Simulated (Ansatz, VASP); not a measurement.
# Sn: VASP beside Ansatz, part 2 of 2

Wanted: the spread between two codes on one cell, functional and k mesh. Of the first pair: The structure shown is the start of the Ansatz relaxation below; VASP solves that cell, so the two are compared at the walk's first step.

VASP 6.6.1 and Ansatz 0.2.0.

So far. Step 3 (VASP: single point, LDA, start cell, pair 1): The run ends at a pressure of 0.46 GPa, with forces up to 0.092 eV/Å.

## (6) VASP: single point, LDA, cell relaxed in part, pair 2 (continued)

Level of this step: LDA; plane waves and PAW (Sn_d) (VASP).

Numbers of over 12 decimals in the logs are rounded to 6 here.

OUTCAR, selected parts (step 6):

```text
  Total        0.1303112      0.1303112      0.0041839      0.1261884      0.0000000      0.0000000
  in kB        3.0924645      3.0924645      0.0992893      2.9946260      0.0000000      0.0000000
  external PRESSURE =       2.0947394 kB  Pullay stress =       0.0000000 kB

 POSITION                                       TOTAL-FORCE (eV/Angst)
 -----------------------------------------------------------------------------------
      3.20436      3.20436      3.24517         0.000000      0.000000      0.000153
      4.80654      4.80654      4.88400        -0.000000     -0.000000     -0.000153
 -----------------------------------------------------------------------------------
    total drift:                                0.000000      0.000000      0.000000

  FREE ENERGIE OF THE ION-ELECTRON SYSTEM (eV)
  ---------------------------------------------------
  free  energy   TOTEN  =        -8.9323328983 eV

  energy  without entropy=       -8.9318984645  energy(sigma->0) =       -8.93218809

[... 1 part as in an earlier step ...]

[... 2 further parts left out ...]
[key lines of the parts left out:]
E-fermi :   5.4906
```

The run ends at a pressure of 0.21 GPa, with forces up to 1.5e-4 eV/Å.

## (7) Side by side

What differs besides the data sets and the points named for the pairs above, as far as they apply: the cutoff is 420 eV in Ansatz and 500 eV in VASP; Ansatz's pressure holds a Pulay correction, VASP's none. Total energies have different zeros and are not compared.

The two programs side by side:

| quantity | Ansatz | VASP | difference |
| --- | --- | --- | --- |
| pressure (GPa) | 0.20 | 0.21 | -0.01 |

## (8) Ansatz: relaxation, LDA

This run makes the geometry at which the two programs are then compared. The cell compared in this pair holds 68.10 Å³, against 67.51 Å³ for the pair before.

The structure compared here is the end of the Ansatz relaxation.

Contents of input.yaml:

```yaml
crystal:
  lattice:
    - [0.0161836489, 3.2529134314, 3.2367297825]
    - [3.2529134314, 0.0161836489, 3.2367297825]
    - [3.2690970803, 3.2690970803, 0.0]
  atoms:
    - { symbol: Sn, position: [0.5, 0.5, 0.5] }
    - { symbol: Sn, position: [0.75, 0.75, 0.75] }
  conventional_axes: [[0, 0, 1], [1, -1, 0], [1, 1, -1]]
kpoints:
  mp_grid: { grid: [12, 12, 12] }
hamiltonian:
  xc: lda
  pseudopotentials: { kind: paw, azcp: { folder: soft_1 }, xc_functional: pbe }
scf:
  occupations: { method: methfessel_paxton, width: 0.2 }
output:
  forces: true
  stress: true
  eigenvalues: true
relax:
  adjacent_minimum: "off"
  f_tol: 0.001
  max_steps: 60
  cell: { stress_tol: 0.01, fix: [a, angles] }
```

Run with:

```
$ ansatz run input.yaml --threads 4 --pin off --max-ram 10240MiB --backend cpu --events-out ev --progress --plain --runs-dir out
```

Output:

```text
[...]
Crystal: 2 atoms, lattice volume = 68.497 Å³
Basis set: ecut = 420 eV, 1363 PW (Γ)
Bands: 18, of which v1, the nominal top of the filled ones, is band 14 counted from 1 (13 counted from 0)
Symmetry: 8 space group operations
[...]
k-points: 280 of 1728
[...]
k-point 279: bands = [... 10 lower, 0.0032, 0.0352, 5.0348, 5.1428, 8.2343, 8.3869, 15.2314, 15.2965]
--- Relaxed structure (5 steps of the walk, 4 accepted, 1 SCFs on fresh bases) ---
[...]
cell:  # Å, volume = 68.1040 Å³
    - [0.017817, 3.251280, 3.221414]
    - [3.251280, 0.017817, 3.221414]
    - [3.2690970803, 3.2690970803, 0.0]
  atoms:
    - { symbol: Sn, position: [0.501008, 0.501008, 0.498992] }
    - { symbol: Sn, position: [0.748992, 0.748992, 0.751008] }
[key lines of the parts left out:]
SCF converged after 5 iterations
Free energy (F): -11759.147987 eV
Fermi energy:    7.567998 eV
P = ⅓ Tr σ = -0.1920 GPa (-1.920 kbar)
```

## (9) VASP: single point, LDA, cell relaxed in part, pair 3

The same cell, functional (in two slightly different forms), mesh and smearing now go to VASP, with its own data sets.

Contents of INCAR:

```
SYSTEM = Sn
PREC = Accurate
ENCUT = 500
EDIFF = 1E-06
NELM = 120
ISMEAR = 1
SIGMA = 0.2
LREAL = .FALSE.
ALGO = Normal
GGA = PW92
NBANDS = 20
LORBIT = 11
LWAVE = .FALSE.
LCHARG = .FALSE.
ISIF = 2
LASPH = .TRUE.
GGA_COMPAT = .FALSE.
KPAR = 2
```

Contents of POSCAR:

```
Sn
1.0
    0.0178167863      3.2512802940      3.2214144530
    3.2512802940      0.0178167863      3.2214144530
    3.2690970803      3.2690970803      0.0000000000
Sn
2
Direct
    0.5010075058      0.5010075058      0.4989924942
    0.7489924942      0.7489924942      0.7510075058
```

Contents of KPOINTS:

```
Automatic mesh
0
Gamma
12 12 12
0 0 0
```

PAW data sets: Sn_d (LDA family, release 64).

Run with:

```
$ mpirun -np 2 vasp_std
```

Output:

```text
[... set-up lines as in an earlier step ...]
 entering main loop
       N       E                     dE             d eps       ncg     rms          rms(c)
DAV:   1     0.223353881811E+03    0.22335E+03   -0.14815E+04 11268   0.200E+03
DAV:   2     0.149131425702E+02   -0.20844E+03   -0.20465E+03 11236   0.443E+02
DAV:   3    -0.827486541096E+01   -0.23188E+02   -0.23044E+02 12756   0.144E+02
DAV:   4    -0.903348675539E+01   -0.75862E+00   -0.75818E+00 12672   0.294E+01
[...]
DAV:   9    -0.893256529710E+01   -0.85271E-04   -0.17547E-04 14688   0.988E-02    0.147E-02
DAV:  10    -0.893256548862E+01   -0.19152E-06   -0.15381E-05 14972   0.462E-02    0.396E-03
DAV:  11    -0.893256586495E+01   -0.37633E-06   -0.11832E-06  9784   0.749E-03
   1 F= -.89325659E+01 E0= -.89324241E+01  d E =-.425228E-03
```

Parts of OUTCAR (step 9):

```text
  Total       -0.1199746     -0.1199746      0.0026847     -0.1243397      0.0000000      0.0000000
  in kB       -2.8224589     -2.8224589      0.0631587     -2.9251497      0.0000000      0.0000000
  external PRESSURE =      -1.8605863 kB  Pullay stress =       0.0000000 kB

 POSITION                                       TOTAL-FORCE (eV/Angst)
 -----------------------------------------------------------------------------------
      3.26910      3.26910      3.22791         0.000000      0.000000     -0.000533
      4.90365      4.90365      4.82563        -0.000000     -0.000000      0.000533
 -----------------------------------------------------------------------------------
    total drift:                               -0.000000     -0.000000      0.000000

  FREE ENERGIE OF THE ION-ELECTRON SYSTEM (eV)
  ---------------------------------------------------
  free  energy   TOTEN  =        -8.9325658649 eV

  energy  without entropy=       -8.9321406372  energy(sigma->0) =       -8.93242412

[... 1 part as in an earlier step ...]

[... 2 further parts left out ...]
[key lines of the parts left out:]
E-fermi :   5.3918
```

The run ends at a pressure of -0.19 GPa, with forces up to 5.3e-4 eV/Å.

## (10) Differences

Both answers:

| quantity | Ansatz | VASP | difference |
| --- | --- | --- | --- |
| pressure (GPa) | -0.19 | -0.19 | -0.01 |

## (11) Summary of results

* r.m.s. force difference (single point, LDA, start cell, pair 1): 0.38 meV/Å
* difference in pressure (single point, LDA, cell relaxed in part, pair 2): -0.011 GPa
* difference in pressure (single point, LDA, cell relaxed in part, pair 3): -0.0060 GPa

**Reading.** The r.m.s. force difference is 0.38 meV/Å (single point, LDA, start cell, pair 1), within the 12 meV/Å picked in this series as the mark of a large difference. 2 further pairs of this series are not shown here. Such differences can come from data sets, numerical settings and the points named under the comparisons, not from the functional's error against experiment.

[Lines on the potential files, build, host, timing and source positions are cut from VASP's logs without a mark.]

[Logs are printed without paths, hosts, clocks, repeated set-up lines and the standing remarks that a program may print on its own settings, such as how far it seeks lower states.]

[Hosts, paths, dates, database ids (printed as entryN), source tags and the programs' standing remarks are cut or masked in the printed files.]
